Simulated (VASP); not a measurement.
VASP ran on this input.

**KPOINTS**
```
Automatic mesh
0
gamma
14 14 14
```

**INCAR**
```
ALGO=Normal
EDIFF=1E-7
ENCUT=520
GGA=PS
ISIF=2
ISMEAR=-5
LASPH=.TRUE.
LCHARG=.TRUE.
LMAXMIX=4
LORBIT=11
LREAL=.FALSE.
LWAVE=.FALSE.
NEDOS=601
NELM=100
PREC=Accurate
SYSTEM=BBi
```

**POSCAR**
```
BBi
1.0
  0.0000000000   2.6038244954   2.6038244954
  2.6038244954   0.0000000000   2.6038244954
  2.6038244954   2.6038244954   0.0000000000
B Bi
1 1
Cartesian
  0.0000000000   0.0000000000   0.0000000000
  2.6038244954   2.6038244954   2.6038244954
```

POTCAR, in this order: B Bi_d (PBE.64 set). Program: vasp_std.

Problem. Translate this PBEsol calculation to Quantum ESPRESSO's pw.x.

Solution. One equivalent input (not run):
```
&CONTROL
  calculation = 'scf'
  pseudo_dir = './pseudo'
  outdir = './out'
  tprnfor = .true.
  tstress = .true.
/
&SYSTEM
  ibrav = 0
  nat = 2
  ntyp = 2
  ecutwfc = 76
  occupations = 'tetrahedra'
  input_dft = 'pbesol'
/
&ELECTRONS
  conv_thr = 7.3e-09
  electron_maxstep = 100
/
ATOMIC_SPECIES
  B 10.810 B.upf
  Bi 208.980 Bi.upf
CELL_PARAMETERS angstrom
     0.0000000    2.6038245    2.6038245
     2.6038245    0.0000000    2.6038245
     2.6038245    2.6038245    0.0000000
ATOMIC_POSITIONS crystal
  B    0.0000000  0.0000000  0.0000000
  Bi   0.5000000  0.5000000  0.5000000
K_POINTS automatic
  14 14 14 0 0 0
```
The two are equivalent in intent, not identical: the potentials are each code's own (VASP's PAW set, PseudoDojo norm-conserving files in pw.x), so ENCUT and ecutwfc are chosen apart and not converted; conv_thr bounds pw.x's estimated SCF error, while EDIFF bounds the energy change between steps.

The structure was generated: BBi was put into the rock salt type (Fm-3m), which need not be its known phase. It was relaxed first, which changed the volume by +12 %.
